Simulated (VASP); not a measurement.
VASP ran on this input.

### POSCAR
```
SnTe
1.0
  0.0000000000   2.9329445857   2.9329445857
  2.9329445857   0.0000000000   2.9329445857
  2.9329445857   2.9329445857   0.0000000000
Sn Te
1 1
Cartesian
  0.0000000000   0.0000000000   0.0000000000
  1.4664722929   1.4664722929   1.4664722929
```

KPOINTS:
```
kpoints
0
gamma
 11 11 11
0 0 0
```

INCAR:
```
ALGO  =  Normal
EDIFF  =  1E-6
EDIFFG  =  -0.02
ENCUT  =  500
GGA  =  PS
IBRION  =  2
ISIF  =  3
ISMEAR  =  1
LASPH  =  .True.
LCHARG  =  .False.
LMAXMIX  =  4
LREAL  =  .False.
LWAVE  =  .False.
NELM  =  100
NSW  =  40
PREC  =  Accurate
PSTRESS  =  450
SIGMA  =  0.1
SYSTEM  =  SnTe
```

POTCAR, in this order: Sn_d Te (PBE.64 set). Program: vasp_std.

**Question.** Write an equivalent input for Ansatz.

**Answer.** One equivalent input (not run):
Ansatz 0.2 input:
```yaml
crystal:
  lattice:
    - [0.0000000, 2.9329446, 2.9329446]
    - [2.9329446, 0.0000000, 2.9329446]
    - [2.9329446, 2.9329446, 0.0000000]
  atoms:
    - { symbol: Sn, position: [0.0000000, 0.0000000, 0.0000000] }
    - { symbol: Te, position: [0.2500000, 0.2500000, 0.2500000] }
kpoints:
  mp_grid: { grid: [11, 11, 11] }
hamiltonian:
  xc: pbesol
  pseudopotentials: { kind: paw }
scf:
  occupations: { method: methfessel_paxton, width: 0.1 }
  max_iter: 100
relax:
  max_steps: 40
  f_tol: 0.02
  cell: { p_target: 45 }
output: { forces: true, stress: true, eigenvalues: true }
```
What does not carry over: each code has its own PAW files, so the cut-off isn't converted (ENCUT is set for VASP's; basis.ecutwfc is left out, and Ansatz then takes the one that its files recommend); Ansatz stops its SCF on the density residual and VASP on the energy change (EDIFF).

The structure was generated: SnTe was put into the zinc blende type (F-43m), which need not be its known phase. This run relaxes it under an external pressure of 45 GPa. Symmetry was kept, so distortions that lower it aren't found.
